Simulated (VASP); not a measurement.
Consider the following.

```
InSe
1.0
    4.00537     0.00000     0.00000
   -2.00269     3.46876     0.00000
    0.00000     0.00000    16.98305
In Se
4 4
Direct
  0.33333   0.66667   0.33170
  0.66667   0.33333   0.66830
  0.66667   0.33333   0.83170
  0.33333   0.66667   0.16830
  0.33333   0.66667   0.59269
  0.66667   0.33333   0.40731
  0.66667   0.33333   0.09269
  0.33333   0.66667   0.90731
```

The numbers are results of PBEsol GGA, VASP's PBE PAW potentials (set 64) (plane waves; VASP), not measurements. Numerical set-up: 400 eV cut-off, 7×7×2 Γ-centred mesh, tetrahedra with Blöchl corrections, potentials In_d Se.

Without a dispersion term in the relaxation, distances and binding between the weakly bound layers, chains or molecules are unreliable, and so is what depends on them.

Task: Predict the energy per atom (σ→0).

Result: 
```yaml
energy per atom (σ→0): -3.899 eV/atom
```

The absolute energy has meaning only against runs of the same code, potentials and settings.

The structure comes from a computed database's InSe entry (P6_3/mmc), a phase known from measurement. It was relaxed first.
